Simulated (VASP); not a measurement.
Level of theory: LDA (Ceperley-Alder, Perdew-Zunger), VASP's LDA PAW potentials (set 64) (plane waves; VASP).

A VASP calculation is set up with these files.

### INCAR
```
ALGO = Normal
EDIFF = 1E-6
ENCUT = 300
ISIF = 2
ISMEAR = -1
LASPH = .TRUE.
LCHARG = .FALSE.
LMAXMIX = 4
LREAL = .FALSE.
LWAVE = .FALSE.
NELM = 100
PREC = Accurate
SIGMA = 0.136
SYSTEM = Nb3Pb
```

File POSCAR:
```
Nb3Pb
1
    5.3330000000     0.0000000000     0.0000000000
    0.0000000000     5.3330000000     0.0000000000
    0.0000000000     0.0000000000     5.3330000000
Pb Nb
2 6
Direct
 -0.0032880000   0.0002840000   0.0105370000
  0.5090430000   0.5015630000   0.5101350000
  0.2573390000  -0.0064040000   0.5007240000
  0.4953780000   0.7642730000  -0.0129830000
  0.7414140000  -0.0056350000   0.4987610000
  0.5024850000   0.2567900000  -0.0125670000
 -0.0042830000   0.4979010000   0.7542720000
  0.0019130000   0.4912290000   0.2511210000
```

File KPOINTS:
```
Automatic mesh
0
Gamma
4 4 4
0 0 0
```

POTCAR, in this order: Pb_d Nb_sv (LDA.64 set). Program: vasp_std.

What VASP printed:

### OUTCAR
```
 ion  position               nearest neighbor table
   1  0.997  0.000  0.011-   8 2.92   5 2.94   4 2.94   4 2.96   3 2.96   6 2.97   7 2.99   8 3.00
                             7 3.01   6 3.03   5 3.05   3 3.05
   2  0.509  0.502  0.510-   6 2.86   7 2.90   4 2.90   5 2.91   3 2.95   8 2.97   5 2.98   3 3.02
                             7 3.03   8 3.04   6 3.08   4 3.12
   3  0.257  0.994  0.501-   5 2.58   5 2.75   2 2.95   1 2.96   2 3.02   1 3.05
   4  0.495  0.764  0.987-   6 2.63   6 2.71   2 2.90   1 2.94   1 2.96   2 3.12
   5  0.741  0.994  0.499-   3 2.58   3 2.75   2 2.91   1 2.94   2 2.98   1 3.05
   6  0.502  0.257  0.987-   4 2.63   4 2.71   2 2.86   1 2.97   1 3.03   2 3.08
   7  0.996  0.498  0.754-   8 2.65   8 2.68   2 2.90   1 2.99   1 3.01   2 3.03
   8  0.002  0.491  0.251-   7 2.65   7 2.68   1 2.92   2 2.97   1 3.00   2 3.04
  LATTYP: Found a simple cubic cell.
 ALAT       =     5.3330000000
 Subroutine PRICEL returns:
 Original cell was already a primitive cell.
 Subroutine GETGRP returns: Found  1 space group operations
The static configuration has the point symmetry C_1 .
The dynamic configuration has the point symmetry C_1 .
 Subroutine INISYM returns: Found  1 space group operations
 Subroutine IBZKPT returns following result:
 Found     36 irreducible k-points:

 Following reciprocal coordinates:
            Coordinates               Weight
  0.000000  0.000000  0.000000      1.000000
  0.250000  0.000000  0.000000      2.000000
  0.000000  0.250000  0.000000      2.000000
  0.000000  0.000000  0.250000      2.000000
  0.500000  0.000000  0.000000      1.000000
  0.000000  0.500000  0.000000      1.000000
  0.000000  0.000000  0.500000      1.000000
  0.250000  0.250000  0.000000      2.000000
  0.000000  0.250000  0.250000      2.000000
  0.250000  0.000000  0.250000      2.000000
 -0.250000  0.250000  0.000000      2.000000
 -0.250000  0.000000  0.250000      2.000000
  0.000000 -0.250000  0.250000      2.000000
  0.500000  0.250000  0.000000      2.000000
  0.000000  0.500000  0.250000      2.000000
  0.250000  0.000000  0.500000      2.000000
 -0.250000  0.500000  0.000000      2.000000
  0.500000  0.000000  0.250000      2.000000
  0.000000  0.250000  0.500000      2.000000
  0.500000  0.500000  0.000000      1.000000
  0.000000  0.500000  0.500000      1.000000
  0.500000  0.000000  0.500000      1.000000
  0.250000  0.250000  0.250000      2.000000
 -0.250000  0.250000  0.250000      2.000000
 -0.250000 -0.250000  0.250000      2.000000
  0.250000 -0.250000  0.250000      2.000000
  0.500000  0.250000  0.250000      2.000000
  0.250000  0.500000  0.250000      2.000000
  0.250000  0.250000  0.500000      2.000000
 -0.250000  0.500000  0.250000      2.000000
 -0.250000  0.250000  0.500000      2.000000
  0.500000 -0.250000  0.250000      2.000000
  0.500000  0.500000  0.250000      2.000000
  0.250000  0.500000  0.500000      2.000000
  0.500000  0.250000  0.500000      2.000000
  0.500000  0.500000  0.500000      1.000000
   k-points           NKPTS =     36   k-points in BZ     NKDIM =     36   number of bands    NBANDS=     63
   number of dos      NEDOS =    301   number of ions     NIONS =      8
   total plane-waves  NPLWV =  27000
   dimension x,y,z NGX =    30 NGY =   30 NGZ =   30
   dimension x,y,z NGXF=    60 NGYF=   60 NGZF=   60
   ions per type =               2   6
   PREC   = accura    normal or accurate (medium, high low for compatibility)
   ISTART =      0    job   : 0-new  1-cont  2-samecut
   ICHARG =      2    charge: 1-file 2-atom 10-const
   ISPIN  =      1    spin polarized calculation?
   LNONCOLLINEAR =      F non collinear calculations
   LSORBIT =      F    spin-orbit coupling
   INIWAV =      1    electr: 0-lowe 1-rand  2-diag
   ENCUT  =  300.0 eV  22.05 Ry    4.70 a.u.   7.53  7.53  7.53*2*pi/ulx,y,z
   NELM   =    100;   NELMIN=  2; NELMDL= -5     # of ELM steps
...
```

### OSZICAR
```
       N       E                     dE             d eps       ncg     rms          rms(c)
DAV:   1     0.125304629140E+04    0.12530E+04   -0.40878E+04  4552   0.136E+03
DAV:   2     0.772377321366E+02   -0.11758E+04   -0.11553E+04  4982   0.587E+02
DAV:   3    -0.601847816091E+02   -0.13742E+03   -0.13156E+03  6140   0.195E+02
DAV:   4    -0.776587570898E+02   -0.17474E+02   -0.16978E+02  7832   0.584E+01
DAV:   5    -0.788617263686E+02   -0.12030E+01   -0.11844E+01  8240   0.131E+01    0.174E+01
DAV:   6    -0.760153885907E+02    0.28463E+01   -0.72675E+00  6168   0.140E+01    0.579E+00
DAV:   7    -0.756632435426E+02    0.35215E+00   -0.21752E+00  7280   0.756E+00    0.223E+00
DAV:   8    -0.756270837338E+02    0.36160E-01   -0.39027E-01  7448   0.321E+00    0.169E+00
DAV:   9    -0.756092023155E+02    0.17881E-01   -0.11193E-01  6400   0.184E+00    0.392E-01
DAV:  10    -0.756088887133E+02    0.31360E-03   -0.33448E-02  7232   0.112E+00    0.254E-01
DAV:  11    -0.756072026689E+02    0.16860E-02   -0.10512E-02  6872   0.633E-01    0.114E-01
DAV:  12    -0.756072614172E+02   -0.58748E-04   -0.10695E-03  7784   0.185E-01    0.315E-02
DAV:  13    -0.756072592341E+02    0.21832E-05   -0.11520E-04  7544   0.651E-02    0.177E-02
DAV:  14    -0.756072563601E+02    0.28740E-05   -0.24102E-05  6800   0.317E-02    0.764E-03
DAV:  15    -0.756072555979E+02    0.76220E-06   -0.43372E-06  4648   0.138E-02
   1 F= -.75607256E+02 E0= -.75356177E+02  d E =-.502158E+00
```

OUTCAR:
```
------------------------ aborting loop because EDIFF is reached ----------------------------------------
  FORCE on cell =-STRESS in cart. coord.  units (eV):
  Direction    XX          YY          ZZ          XY          YZ          ZX
  --------------------------------------------------------------------------------------
  Total       -5.8210925     -5.0802450     -6.7183841     -0.2366131      0.0801593      0.1229700
  in kB      -61.4894109    -53.6636845    -70.9676882     -2.4993936      0.8467390      1.2989575
  external PRESSURE =     -62.0402612 kB  Pullay stress =       0.0000000 kB
  volume of cell :      151.68
      direct lattice vectors                 reciprocal lattice vectors
     5.333000000  0.000000000  0.000000000     0.187511719  0.000000000  0.000000000
     0.000000000  5.333000000  0.000000000     0.000000000  0.187511719  0.000000000
     0.000000000  0.000000000  5.333000000     0.000000000  0.000000000  0.187511719
 POSITION                                       TOTAL-FORCE (eV/Angst)
 -----------------------------------------------------------------------------------
      5.31547      0.00151      0.05619         0.126354     -0.218110     -0.504458
      2.71473      2.67484      2.72055        -0.556903     -0.327158     -1.151205
      1.37239      5.29885      2.67036        -0.443768      0.333054      0.140660
      2.64185      4.07587      5.26376         0.031434     -0.531194      0.666744
      3.95396      5.30295      2.65989         0.462508      0.359536      0.198405
      2.67975      1.36946      5.26598        -0.130469     -0.194648      0.820179
      5.31016      2.65531      4.02253         0.360074      0.188863     -0.173965
      0.01020      2.61972      1.33923         0.150771      0.389656      0.003638
 -----------------------------------------------------------------------------------
    total drift:                               -0.000957      0.000592     -0.000002
  FREE ENERGIE OF THE ION-ELECTRON SYSTEM (eV)
  ---------------------------------------------------
  free  energy   TOTEN  =       -75.6072555979 eV

  energy  without entropy=      -75.1050980874  energy(sigma->0) =      -75.35617684
```
(Selected blocks of OUTCAR.)

At this cut-off the stress carries a Pulay error, which pulls relaxed volumes low.

The structure comes from a measured Nb3Pb entry (Pm-3n) of the Crystallography Open Database, whose conditions weren't checked. The cell was not relaxed at this level, atoms are displaced from their ideal sites.
